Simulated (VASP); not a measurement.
# Nb3Sb under strain, part 2 of 4

Aim: follow the pressure of Nb3Sb through compression, expansion and shear. All runs use r2SCAN. Left out of this account: 1 further run (fields: a reference on another mesh). The start is a cell from a database of measured crystal structures.

VASP 6.6.1; r2SCAN; plane waves and PAW (Nb_sv, Sb).

Still holding for the runs below: Spin-orbit coupling is off here; with elements this heavy it splits and shifts levels by tenths of an eV or more.

So far, pressure (GPa): step 2 (bands, cell as listed) 1.21.

## 3. Bands, volume times 1.04

The cell is expanded evenly, with fractional positions held.

File INCAR:

```
SYSTEM = Nb3Sb
PREC = Accurate
ENCUT = 400
EDIFF = 1E-06
NELM = 100
ISMEAR = -1
SIGMA = 0.05
LREAL = .FALSE.
ALGO = Normal
METAGGA = R2SCAN
LASPH = .TRUE.
NBANDS = 66
LORBIT = 11
LWAVE = .FALSE.
LCHARG = .FALSE.
KPAR = 8
```

File POSCAR:

```
Nb3Sb
1.0
    5.3335750495      0.0000000000      0.0000000000
    0.0000000000      5.3335750495      0.0000000000
    0.0000000000      0.0000000000      5.3335750495
Nb Sb
6 2
Direct
    0.2500000000      0.0000000000      0.5000000000
    0.5000000000      0.7500000000      0.0000000000
    0.7500000000      0.0000000000      0.5000000000
    0.5000000000      0.2500000000      0.0000000000
    0.0000000000      0.5000000000      0.7500000000
    0.0000000000      0.5000000000      0.2500000000
    0.0000000000      0.0000000000      0.0000000000
    0.5000000000      0.5000000000      0.5000000000
```

File KPOINTS:

```
Automatic mesh
0
Gamma
6 6 6
0 0 0
```

File KPOINTS_OPT:

```
Line mode
12
Line-mode
Reciprocal
  0.00000000   0.00000000   0.00000000 GAMMA
  0.00000000   0.50000000   0.00000000 X

  0.00000000   0.50000000   0.00000000 X
  0.50000000   0.50000000   0.00000000 M

  0.50000000   0.50000000   0.00000000 M
  0.00000000   0.00000000   0.00000000 GAMMA

  0.00000000   0.00000000   0.00000000 GAMMA
  0.50000000   0.50000000   0.50000000 R

  0.50000000   0.50000000   0.50000000 R
  0.00000000   0.50000000   0.00000000 X

  0.50000000   0.50000000   0.00000000 M
  0.50000000   0.50000000   0.50000000 R
```

PAW data sets: Nb_sv and Sb (PBE family, release 64).

Run with:

```sh
> mpirun -np 8 vasp_std
```

Output:

```text
[banner, memory and clock lines left out]
running    8 mpi-ranks, on    1 nodes
 distrk:  each k-point on    1 cores,    8 groups
 distr:  one band on    1 cores,    1 groups

 POSCAR found type information on POSCAR NbSb
 POSCAR found :  2 types and       8 ions
 [... a notice as in an earlier step ...]

 [... a notice as in an earlier step ...]

 LDA part: xc-table for (None), standard interpolation
 POSCAR, INCAR and KPOINTS ok, starting setup
 FFT: planning ... GRIDC
 FFT: planning ... GRID_SOFT
 FFT: planning ... GRID
 WAVECAR not read
 entering main loop
       N       E                     dE             d eps       ncg     rms          rms(c)
DAV:   1     0.776586681291E+03    0.77659E+03   -0.40565E+04  2688   0.114E+03
DAV:   2    -0.156595880611E+03   -0.93318E+03   -0.90074E+03  3316   0.484E+02
DAV:   3    -0.235307316078E+03   -0.78711E+02   -0.76412E+02  4272   0.984E+01
DAV:   4    -0.242562625631E+03   -0.72553E+01   -0.71048E+01  4592   0.272E+01
DAV:   5    -0.243080510282E+03   -0.51788E+00   -0.51660E+00  4184   0.693E+00    0.248E+01
DAV:   6    -0.203137404407E+03    0.39943E+02   -0.19488E+01  4016   0.243E+01    0.539E+00
DAV:   7    -0.203217493809E+03   -0.80089E-01   -0.12105E+00  3768   0.503E+00    0.288E+00
DAV:   8    -0.203286199507E+03   -0.68706E-01   -0.35388E-01  4006   0.285E+00    0.126E+00
DAV:   9    -0.203293845050E+03   -0.76455E-02   -0.40871E-02  4240   0.968E-01    0.532E-01
DAV:  10    -0.203296376018E+03   -0.25310E-02   -0.34392E-03  3492   0.294E-01    0.130E-01
DAV:  11    -0.203296350667E+03    0.25351E-04   -0.90531E-04  3784   0.140E-01    0.254E-02
DAV:  12    -0.203296348683E+03    0.19839E-05   -0.91968E-05  3760   0.530E-02    0.136E-02
DAV:  13    -0.203296340202E+03    0.84816E-05   -0.71430E-06  3824   0.993E-03    0.550E-03
DAV:  14    -0.203296339506E+03    0.69608E-06   -0.29497E-07  1800   0.254E-03
   1 F= -.20329634E+03 E0= -.20328541E+03  d E =-.218623E-01
 Start KPOINTS_OPT (optional k-point list driver)
k-point batch [1-20\72]
       N       E                     dE             ncg
DAV:   1     0.180724622805E+04   -0.18780E+05     2712
DAV:   2    -0.173742167646E+05   -0.19181E+05     3238
DAV:   3    -0.189316582542E+05   -0.15574E+04     4168
DAV:   4    -0.190605688730E+05   -0.12891E+03     4640
DAV:   5    -0.190675697184E+05   -0.70008E+01     4160
DAV:   6    -0.190679037267E+05   -0.33401E+00     4616
DAV:   7    -0.190679253070E+05   -0.21580E-01     4336
DAV:   8    -0.190679267367E+05   -0.14297E-02     3816
DAV:   9    -0.190679268654E+05   -0.12874E-03     3312
DAV:  10    -0.190679268772E+05   -0.11816E-04     2792
DAV:  11    -0.190679268784E+05   -0.11373E-05     2192
DAV:  12    -0.190679268785E+05   -0.17830E-06     1904
[...]
k-point batch [61-72\72]
       N       E                     dE             ncg
DAV:   1     0.147901450588E+05   -0.23817E+05     1632
DAV:   2     0.314187316202E+04   -0.11648E+05     1904
DAV:   3     0.220846644710E+04   -0.93341E+03     2392
DAV:   4     0.210824465959E+04   -0.10022E+03     2672
DAV:   5     0.210372892898E+04   -0.45157E+01     2624
DAV:   6     0.210360083059E+04   -0.12810E+00     2520
DAV:   7     0.210359576935E+04   -0.50612E-02     2672
DAV:   8     0.210359552182E+04   -0.24753E-03     2200
DAV:   9     0.210359550388E+04   -0.17940E-04     1976
DAV:  10     0.210359550219E+04   -0.16879E-05     1328
DAV:  11     0.210359550198E+04   -0.21241E-06     1152
```

Elapsed: 3.1 min, on 8 MPI ranks of AMD EPYC 9R45, shared host; peak memory 2.6 GiB.

OUTCAR, selected parts (step 3):

```text
  LATTYP: Found a simple cubic cell.
 ALAT       =     5.3335750495

 Found     20 irreducible k-points:

   ENCUT  =  400.0 eV  29.40 Ry    5.42 a.u.   8.70  8.70  8.70*2*pi/ulx,y,z

   NELECT =      88.0000    total number of electrons

 E-fermi :  11.3537

 k-point     1 :       0.0000    0.0000    0.0000
  band No.  band energies     occupation
    ...
     40      10.4493      2.00000
     41      10.4493      2.00000
     42      10.4493      2.00000
     43      11.1324      1.97633
     44      11.1324      1.97633
     45      12.2892      0.00000
     46      13.7491      0.00000
     47      13.7491      0.00000
     48      13.7491      0.00000
     49      14.5545      0.00000
    ...

 k-point     2 :       0.1667    0.0000    0.0000
  band No.  band energies     occupation
    ...
     40      10.4354      2.00000
     41      10.4427      2.00000
     42      10.4427      2.00000
     43      11.1622      1.95748
     44      11.1644      1.95560
     45      12.7399      0.00000
     46      13.2925      0.00000
     47      13.6129      0.00000
     48      13.6129      0.00000
     49      14.2213      0.00000
    ...

  Total       -5.2362996     -5.2362996     -5.2362996     -0.0000000     -0.0000000      0.0000000
  in kB      -55.2942331    -55.2942331    -55.2942331     -0.0000000     -0.0000000      0.0000000
  external PRESSURE =     -55.2942331 kB  Pullay stress =       0.0000000 kB

  energy-cutoff  :      400.00
  volume of cell :      151.72
      direct lattice vectors                 reciprocal lattice vectors
     5.333575050  0.000000000  0.000000000     0.187491503  0.000000000  0.000000000
     0.000000000  5.333575050  0.000000000     0.000000000  0.187491503  0.000000000
     0.000000000  0.000000000  5.333575050     0.000000000  0.000000000  0.187491503

 POSITION                                       TOTAL-FORCE (eV/Angst)
 -----------------------------------------------------------------------------------
      1.33339      0.00000      2.66679         0.000000      0.000000     -0.000000
      2.66679      4.00018      0.00000         0.000000     -0.000000     -0.000000
      4.00018      0.00000      2.66679        -0.000000      0.000000     -0.000000
      2.66679      1.33339      0.00000        -0.000000      0.000000      0.000000
      0.00000      2.66679      4.00018        -0.000000     -0.000000     -0.000000
      0.00000      2.66679      1.33339         0.000000      0.000000      0.000000
      0.00000      0.00000      0.00000         0.000000     -0.000000      0.000000
      2.66679      2.66679      2.66679         0.000000     -0.000000      0.000000
 -----------------------------------------------------------------------------------
    total drift:                                0.000000      0.000000     -0.000000

  FREE ENERGIE OF THE ION-ELECTRON SYSTEM (eV)
  ---------------------------------------------------
  free  energy   TOTEN  =      -203.2963395057 eV

  energy  without entropy=     -203.2744771903  energy(sigma->0) =     -203.28540835

 total charge
# of ion       s       p       d       tot
------------------------------------------
    1        2.169   6.000   2.499  10.668
    2        2.169   6.000   2.499  10.668
    3        2.169   6.000   2.499  10.668
    4        2.169   6.000   2.499  10.668
    5        2.169   6.000   2.499  10.668
    6        2.169   6.000   2.499  10.668
    7        1.037   1.362   0.103   2.502
    8        1.037   1.362   0.103   2.502
--------------------------------------------------
tot         15.086  38.722  15.202  69.010

[... 5 parts as in an earlier step ...]

[... 6 further parts left out ...]
```

This step gave:

| Property | Result |
| --- | --- |
| SCF cycles | 14 |
| free energy (TOTEN) | -203.2963 eV |
| energy at zero smearing | -203.2854 eV |
| Fermi energy | 11.35 eV |
| pressure | -5.529 GPa |

The electronic bands at the labelled points (eV, zero at the Fermi level; # counts the bands kept, so #1 is VASP's band 27):

| point | #15 | #16 | #17 | #18 | #19 | #20 | #21 | #22 |
| --- | --- | --- | --- | --- | --- | --- | --- | --- |
| Γ | -0.90 | -0.90 | -0.22 | -0.22 | 0.94 | 2.40 | 2.40 | 2.40 |
| 0.55 of the way | -0.99 | -0.95 | -0.28 | -0.21 | 1.25 | 2.07 | 2.12 | 2.12 |
| X | -1.14 | -1.14 | -0.68 | -0.68 | 1.34 | 1.34 | 2.13 | 2.13 |
| 0.45 of the way | -0.74 | -0.65 | -0.57 | -0.50 | 0.94 | 1.26 | 1.40 | 1.64 |
| M | -0.22 | 0.05 | 0.05 | 0.36 | 0.36 | 0.37 | 0.51 | 0.57 |
| 0.55 of the way | -0.80 | -0.78 | -0.38 | -0.16 | 1.14 | 1.76 | 1.95 | 2.17 |
| Γ | -0.90 | -0.90 | -0.22 | -0.22 | 0.94 | 2.40 | 2.40 | 2.40 |
| 0.55 of the way | -1.12 | -0.47 | -0.47 | -0.47 | 0.70 | 0.70 | 1.52 | 1.52 |
| R | -0.20 | -0.20 | -0.20 | -0.20 | -0.20 | -0.20 | -0.20 | -0.20 |
| 0.45 of the way | -0.63 | -0.63 | -0.22 | -0.22 | 0.35 | 0.35 | 0.85 | 0.85 |
| X | -1.14 | -1.14 | -0.68 | -0.68 | 1.34 | 1.34 | 2.13 | 2.13 |
| jump to M | -0.22 | 0.05 | 0.05 | 0.36 | 0.36 | 0.37 | 0.51 | 0.57 |
| 0.55 of the way | -0.22 | -0.22 | -0.18 | -0.18 | -0.09 | 0.28 | 0.28 | 0.34 |
| R | -0.20 | -0.20 | -0.20 | -0.20 | -0.20 | -0.20 | -0.20 | -0.20 |

Of the projections kept (Nb, Sb), the largest for each band there; the rest of the weight can lie on other orbitals:

```
point      #15      #16      #17      #18      #19      #20      #21      #22
    Γ  Nb 0.97  Nb 0.97  Nb 0.99  Nb 0.99  Nb 0.53  Nb 1.00  Nb 1.00  Nb 1.00
    X  Nb 0.98  Nb 0.98  Nb 0.96  Nb 0.96  Nb 0.97  Nb 0.97  Nb 0.99  Nb 0.99
    M  Nb 0.95  Nb 1.00  Nb 1.00  Nb 0.97  Nb 0.97  Nb 0.97  Nb 0.98  Nb 0.89
    Γ  Nb 0.97  Nb 0.97  Nb 0.99  Nb 0.99  Nb 0.53  Nb 1.00  Nb 1.00  Nb 1.00
    R  Nb 0.96  Nb 0.96  Nb 0.96  Nb 0.96  Nb 0.96  Nb 0.96  Nb 0.96  Nb 0.96
    X  Nb 0.98  Nb 0.98  Nb 0.96  Nb 0.96  Nb 0.97  Nb 0.97  Nb 0.99  Nb 0.99
```

 The pressure is -5.53 GPa.

For the pressure, step 2 gave 1.21 GPa; this run, with cell volume +4.0 %, gives -5.53 GPa.

## 4. Bands, volume times 1.08

The cell is expanded evenly, with fractional positions held.

INCAR is that of step 3.

POSCAR: that of step 3 with these lines changed.

```diff
@@ -2,5 +2,5 @@
 1.0
-    5.3335750495      0.0000000000      0.0000000000
-    0.0000000000      5.3335750495      0.0000000000
-    0.0000000000      0.0000000000      5.3335750495
+    5.4010958257      0.0000000000      0.0000000000
+    0.0000000000      5.4010958257      0.0000000000
+    0.0000000000      0.0000000000      5.4010958257
 Nb Sb
```

KPOINTS is that of step 3.

KPOINTS_OPT is that of step 3.

Run with:

```sh
> mpirun -np 8 vasp_std
```

Output:

```text
[... set-up lines as in an earlier step ...]
 entering main loop
       N       E                     dE             d eps       ncg     rms          rms(c)
DAV:   1     0.762554892908E+03    0.76255E+03   -0.40478E+04  2720   0.114E+03
DAV:   2    -0.156971678591E+03   -0.91953E+03   -0.88642E+03  3314   0.480E+02
DAV:   3    -0.234852263837E+03   -0.77881E+02   -0.75512E+02  4280   0.971E+01
DAV:   4    -0.242382765393E+03   -0.75305E+01   -0.73734E+01  4624   0.276E+01
DAV:   5    -0.242905650179E+03   -0.52288E+00   -0.52172E+00  4360   0.689E+00    0.236E+01
DAV:   6    -0.202836198157E+03    0.40069E+02   -0.20230E+01  4032   0.246E+01    0.522E+00
DAV:   7    -0.202921632323E+03   -0.85434E-01   -0.12776E+00  3728   0.504E+00    0.292E+00
DAV:   8    -0.202995142357E+03   -0.73510E-01   -0.36734E-01  4048   0.281E+00    0.123E+00
DAV:   9    -0.203003152198E+03   -0.80098E-02   -0.35496E-02  4296   0.940E-01    0.514E-01
DAV:  10    -0.203005885391E+03   -0.27332E-02   -0.34476E-03  3416   0.287E-01    0.126E-01
DAV:  11    -0.203005901108E+03   -0.15718E-04   -0.91965E-04  3800   0.139E-01    0.263E-02
DAV:  12    -0.203005897065E+03    0.40433E-05   -0.91313E-05  3848   0.510E-02    0.124E-02
DAV:  13    -0.203005888803E+03    0.82626E-05   -0.73826E-06  3984   0.100E-02    0.410E-03
DAV:  14    -0.203005887995E+03    0.80754E-06   -0.31946E-07  1848   0.275E-03
   1 F= -.20300589E+03 E0= -.20299396E+03  d E =-.238509E-01
 Start KPOINTS_OPT (optional k-point list driver)
k-point batch [1-20\72]
       N       E                     dE             ncg
DAV:   1     0.844404319326E+03   -0.20250E+05     2720
DAV:   2    -0.182916383291E+05   -0.19136E+05     3236
DAV:   3    -0.198413949907E+05   -0.15498E+04     4200
DAV:   4    -0.199793773901E+05   -0.13798E+03     4592
DAV:   5    -0.199873193375E+05   -0.79419E+01     4184
DAV:   6    -0.199876490305E+05   -0.32969E+00     4640
DAV:   7    -0.199876691860E+05   -0.20155E-01     4352
DAV:   8    -0.199876705081E+05   -0.13222E-02     3880
DAV:   9    -0.199876706046E+05   -0.96496E-04     3336
DAV:  10    -0.199876706139E+05   -0.92913E-05     2744
DAV:  11    -0.199876706150E+05   -0.10481E-05     2240
DAV:  12    -0.199876706151E+05   -0.15558E-06     1928
[...]
k-point batch [61-72\72]
       N       E                     dE             ncg
DAV:   1     0.139116234614E+05   -0.24296E+05     1640
DAV:   2     0.230379392264E+04   -0.11608E+05     1938
DAV:   3     0.138324042654E+04   -0.92055E+03     2406
DAV:   4     0.128640364809E+04   -0.96837E+02     2608
DAV:   5     0.128163192435E+04   -0.47717E+01     2656
DAV:   6     0.128151837300E+04   -0.11355E+00     2592
DAV:   7     0.128151418773E+04   -0.41853E-02     2712
DAV:   8     0.128151400067E+04   -0.18706E-03     2224
DAV:   9     0.128151398788E+04   -0.12782E-04     1920
DAV:  10     0.128151398715E+04   -0.73113E-06     1368
```

Wall time 2.9 min (8 MPI ranks); peak memory 2.7 GiB.

From OUTCAR (step 4):

```text
  LATTYP: Found a simple cubic cell.
 ALAT       =     5.4010958257

 Found     20 irreducible k-points:

   ENCUT  =  400.0 eV  29.40 Ry    5.42 a.u.   8.81  8.81  8.81*2*pi/ulx,y,z

   NELECT =      88.0000    total number of electrons

 E-fermi :  10.8480

 k-point     1 :       0.0000    0.0000    0.0000
  band No.  band energies     occupation
    ...
     40       9.9758      2.00000
     41       9.9758      2.00000
     42       9.9758      2.00000
     43      10.6222      1.97836
     44      10.6222      1.97836
     45      11.5692      0.00000
     46      13.1408      0.00000
     47      13.1408      0.00000
     48      13.1408      0.00000
     49      13.8608      0.00000
    ...

 k-point     2 :       0.1667    0.0000    0.0000
  band No.  band energies     occupation
    ...
     40       9.9638      2.00000
     41       9.9670      2.00000
     42       9.9670      2.00000
     43      10.6477      1.96425
     44      10.6482      1.96385
     45      12.0109      0.00000
     46      12.6871      0.00000
     47      13.0139      0.00000
     48      13.0139      0.00000
     49      13.5647      0.00000
    ...

  Total      -10.8196863    -10.8196863    -10.8196863      0.0000000      0.0000000      0.0000000
  in kB     -110.0220170   -110.0220170   -110.0220170      0.0000000      0.0000000      0.0000000
  external PRESSURE =    -110.0220170 kB  Pullay stress =       0.0000000 kB

  energy-cutoff  :      400.00
  volume of cell :      157.56
      direct lattice vectors                 reciprocal lattice vectors
     5.401095826  0.000000000  0.000000000     0.185147613  0.000000000  0.000000000
     0.000000000  5.401095826  0.000000000     0.000000000  0.185147613  0.000000000
     0.000000000  0.000000000  5.401095826     0.000000000  0.000000000  0.185147613

 POSITION                                       TOTAL-FORCE (eV/Angst)
 -----------------------------------------------------------------------------------
      1.35027      0.00000      2.70055         0.000000      0.000000      0.000000
      2.70055      4.05082      0.00000         0.000000     -0.000000      0.000000
      4.05082      0.00000      2.70055        -0.000000     -0.000000     -0.000000
      2.70055      1.35027      0.00000        -0.000000      0.000000     -0.000000
      0.00000      2.70055      4.05082        -0.000000      0.000000      0.000000
      0.00000      2.70055      1.35027         0.000000      0.000000      0.000000
      0.00000      0.00000      0.00000         0.000000     -0.000000      0.000000
      2.70055      2.70055      2.70055         0.000000     -0.000000      0.000000
 -----------------------------------------------------------------------------------
    total drift:                                0.000000      0.000000     -0.000000

  FREE ENERGIE OF THE ION-ELECTRON SYSTEM (eV)
  ---------------------------------------------------
  free  energy   TOTEN  =      -203.0058879950 eV

  energy  without entropy=     -202.9820371065  energy(sigma->0) =     -202.99396255

 total charge
# of ion       s       p       d       tot
------------------------------------------
    1        2.164   5.993   2.461  10.618
    2        2.164   5.993   2.461  10.618
    3        2.164   5.993   2.461  10.618
    4        2.164   5.993   2.461  10.618
    5        2.164   5.993   2.461  10.618
    6        2.164   5.993   2.461  10.618
    7        1.036   1.334   0.095   2.466
    8        1.036   1.334   0.095   2.466
--------------------------------------------------
tot         15.057  38.629  14.957  68.643

[... 5 parts as in an earlier step ...]

[... 6 further parts left out ...]
```

This step gave:

```yaml
free_energy_toten: -203.0059 eV
energy_at_zero_smearing: -202.9940 eV
fermi_energy: 10.85 eV
pressure: -11.00 GPa
```

The electronic bands at the labelled points (eV, zero at the Fermi level; # counts the bands kept, so #1 is VASP's band 27):

| point | #15 | #16 | #17 | #18 | #19 | #20 | #21 | #22 |
| --- | --- | --- | --- | --- | --- | --- | --- | --- |
| Γ | -0.87 | -0.87 | -0.23 | -0.23 | 0.72 | 2.29 | 2.29 | 2.29 |
| 0.45 of the way | -0.91 | -0.90 | -0.23 | -0.21 | 1.40 | 1.59 | 2.09 | 2.09 |
| X | -1.08 | -1.08 | -0.71 | -0.71 | 1.25 | 1.25 | 2.05 | 2.05 |
| 0.55 of the way | -0.63 | -0.56 | -0.50 | -0.37 | 0.74 | 1.16 | 1.17 | 1.38 |
| M | -0.22 | 0.07 | 0.07 | 0.33 | 0.33 | 0.38 | 0.50 | 0.56 |
| 0.55 of the way | -0.78 | -0.74 | -0.39 | -0.17 | 1.09 | 1.70 | 1.85 | 1.96 |
| Γ | -0.87 | -0.87 | -0.23 | -0.23 | 0.72 | 2.29 | 2.29 | 2.29 |
| 0.55 of the way | -1.08 | -0.46 | -0.46 | -0.45 | 0.68 | 0.68 | 1.43 | 1.43 |
| R | -0.23 | -0.23 | -0.23 | -0.23 | -0.17 | -0.17 | -0.17 | -0.17 |
| 0.55 of the way | -0.70 | -0.70 | -0.28 | -0.28 | 0.55 | 0.55 | 1.00 | 1.00 |
| X | -1.08 | -1.08 | -0.71 | -0.71 | 1.25 | 1.25 | 2.05 | 2.05 |
| jump to M | -0.22 | 0.07 | 0.07 | 0.33 | 0.33 | 0.38 | 0.50 | 0.56 |
| 0.45 of the way | -0.20 | -0.20 | -0.16 | -0.16 | -0.02 | 0.34 | 0.34 | 0.51 |
| R | -0.23 | -0.23 | -0.23 | -0.23 | -0.17 | -0.17 | -0.17 | -0.17 |

Of the projections kept (Nb, Sb), the largest for each band there; the rest of the weight can lie on other orbitals:

```csv
point,#15,#16,#17,#18,#19,#20,#21,#22
Γ,Nb 0.97,Nb 0.97,Nb 0.99,Nb 0.99,Nb 0.55,Nb 1.00,Nb 1.00,Nb 1.00
X,Nb 0.98,Nb 0.98,Nb 0.96,Nb 0.96,Nb 0.97,Nb 0.97,Nb 0.99,Nb 0.99
M,Nb 0.96,Nb 1.00,Nb 1.00,Nb 0.97,Nb 0.97,Nb 0.97,Nb 0.98,Nb 0.89
Γ,Nb 0.97,Nb 0.97,Nb 0.99,Nb 0.99,Nb 0.55,Nb 1.00,Nb 1.00,Nb 1.00
R,Nb 0.96,Nb 0.96,Nb 0.96,Nb 0.96,Nb 0.96,Nb 0.96,Nb 0.96,Nb 0.96
X,Nb 0.98,Nb 0.98,Nb 0.96,Nb 0.96,Nb 0.97,Nb 0.97,Nb 0.99,Nb 0.99
```

 The pressure is -11.00 GPa.

For the pressure, step 2 gave 1.21 GPa; this run, with cell volume +8.0 %, gives -11.0 GPa.

(Continued in part 3 of 4.)

[Lines on the potential files, build, host, timing and source positions are cut from VASP's logs without a mark.]

[Logs are printed without paths, hosts, clocks, repeated set-up lines and the standing remarks that a program may print on its own settings, such as how far it seeks lower states.]

[Hosts, paths, dates, database ids (printed as entryN), source tags and the programs' standing remarks are cut or masked in the printed files.]

[A measured line is paired with the nearest computed mode of its activity, which favours agreement.]
